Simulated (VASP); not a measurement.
Input of a VASP 6.6.1 run:

The input INCAR:

```
SYSTEM = Mg6TiMo
PREC = Accurate ; ENCUT = 520
EDIFF = 1E-7 ; ISMEAR = -1
SIGMA = 0.05 ; LREAL = .False.
LASPH = .True. ; NELM = 80
ALGO = Normal ; ISIF = 2
LWAVE = .False. ; LCHARG = .False.
GGA = PE ; NBANDS = 29
```

KPOINTS

```
regular mesh
0
Gamma
  6 5 5
  0 0 0
```

The input POSCAR:

```
Mg6TiMo
1.0
    4.7746420000      0.0000000000      0.0000000000
    0.0000000000      3.0096820000      5.5410820000
    0.0000000000     -3.0096820000      5.5410820000
Mo Ti Mg
1 1 6
Direct
    0.5065420000      0.7044120000      0.6981730000
    0.0020960000      0.8037970000      0.8075820000
    0.4993980000      0.1709390000      0.1735210000
    0.4906570000      0.6857380000      0.1668240000
    0.5019790000      0.1637250000      0.6829680000
    0.0023070000      0.3404820000      0.3200380000
    0.0002350000      0.8206230000      0.3295890000
   -0.0023760000      0.3297500000      0.8156670000
```

Potentials or basis: VASP PAW PBE potentials, release 64 (Mo_sv, Ti_sv, Mg).

Command:

```bash
$ cat potpaw_PBE.64/Mo_sv/POTCAR potpaw_PBE.64/Ti_sv/POTCAR potpaw_PBE.64/Mg/POTCAR > POTCAR
$ mpirun -np 1 vasp_std > vasp.out
```

(1) What does it give for the pressure?

(2) Predict the band gap on the k mesh.

(3) Predict the largest force.

Results:

(1) 0.2 GPa.

(2) none (metal or under the smearing width).

(3) 0.520 eV/Å.
